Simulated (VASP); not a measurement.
These are PBEsol GGA, VASP's PBE PAW potentials (set 64) (plane waves; VASP 6.6.1) values and carry that method's errors.

VASP ran on this input.

KPOINTS:
```
Automatic mesh
0
Gamma
  9 9 9
```

**POSCAR**
```
HfN
1.0
  0.0000000000   2.2750000000   2.2750000000
  2.2750000000   0.0000000000   2.2750000000
  2.2750000000   2.2750000000   0.0000000000
Hf N
1 1
Cart
  0.0000000000   0.0000000000   0.0000000000
  2.2750000000   2.2750000000   2.2750000000
```

**INCAR**
```
ALGO=Normal
EDIFF=1E-6
EDIFFG=-0.01
ENCUT=520
GGA=PS
IBRION=2
ISIF=3
ISMEAR=0
LASPH=.True.
LCHARG=.False.
LMAXMIX=6
LREAL=.False.
LWAVE=.False.
NELM=100
NSW=60
PREC=Accurate
SIGMA=0.05
SYSTEM=HfN
```

POTCAR, in this order: Hf_pv N (PBE.64 set). Program: vasp_std.

### Question
What will the output report for the number of irreducible k-points (NKPTS), number of bands (NBANDS), largest plane-wave count, number of space-group operations, FFT grid (NGX, NGY, NGZ)?

### Answer

The number of irreducible k-points (NKPTS) comes out as 35, the number of bands (NBANDS) is 11 and the largest plane-wave count is 650. The number of space-group operations comes out as 48. The FFT grid (NGX, NGY, NGZ) is 24 × 24 × 24.

The structure comes from a measured HfN entry (Fm-3m) of the Crystallography Open Database, whose conditions weren't checked. This run relaxes it. Symmetry was kept, so distortions that lower it aren't found. The electron count is odd and the run is not spin-polarised, which forces a metal.
